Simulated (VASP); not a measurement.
An input for Quantum ESPRESSO's pw.x (written as the equivalent of a VASP run, and not itself run):

```
&CONTROL
  calculation = 'scf'
  pseudo_dir = './pseudo'
  outdir = './out'
  tprnfor = .true.
  tstress = .true.
/
&SYSTEM
  ibrav = 0
  nat = 3
  ntyp = 2
  ecutwfc = 84
  occupations = 'smearing'
  smearing = 'gaussian'
  degauss = 0.003675
  input_dft = 'pbe'
/
&ELECTRONS
  conv_thr = 7.3e-08
  electron_maxstep = 100
/
ATOMIC_SPECIES
  Zr 91.224 Zr.upf
  O 15.999 O.upf
CELL_PARAMETERS angstrom
     0.0000000    2.5591992    2.5591992
     2.5591992    0.0000000    2.5591992
     2.5591992    2.5591992    0.0000000
ATOMIC_POSITIONS crystal
  Zr   0.0000000  0.0000000  0.0000000
  O    0.2500000  0.2500000  0.2500000
  O    0.7500000  0.7500000  0.7500000
K_POINTS automatic
  6 6 6 0 0 0
```

Question: Write the VASP files for the same calculation (PBE).

Answer: This is not unique; one that fits is 
### INCAR
```
SYSTEM = ZrO2
PREC = Accurate
ENCUT = 520
EDIFF = 1E-6
NELM = 100
ALGO = Normal
LREAL = .FALSE.
LASPH = .TRUE.
ISMEAR = 0
SIGMA = 0.05
GGA = PE
LMAXMIX = 4
LWAVE = .TRUE.
LCHARG = .FALSE.
```

KPOINTS:
```
kpoints
0
gamma
 6 6 6
```

**POSCAR**
```
ZrO2
1
    0.0000000000     2.5591991735     2.5591991735
    2.5591991735     0.0000000000     2.5591991735
    2.5591991735     2.5591991735     0.0000000000
Zr O
1 2
Direct
  0.0000000000   0.0000000000   0.0000000000
  0.2500000000   0.2500000000   0.2500000000
  0.7500000000   0.7500000000   0.7500000000
```

POTCAR, in this order: Zr_sv O (PBE.64 set). Program: vasp_std.

Limits of the translation: the potentials are each code's own (VASP's PAW set, PseudoDojo norm-conserving files in pw.x), so ENCUT and ecutwfc are chosen apart and not converted; conv_thr bounds pw.x's estimated SCF error, while EDIFF bounds the energy change between steps.

The compound is ZrO2 in the fluorite structure, the high-temperature cubic form, which is unstable at 0 K; the monoclinic form is the stable one. It was relaxed first.
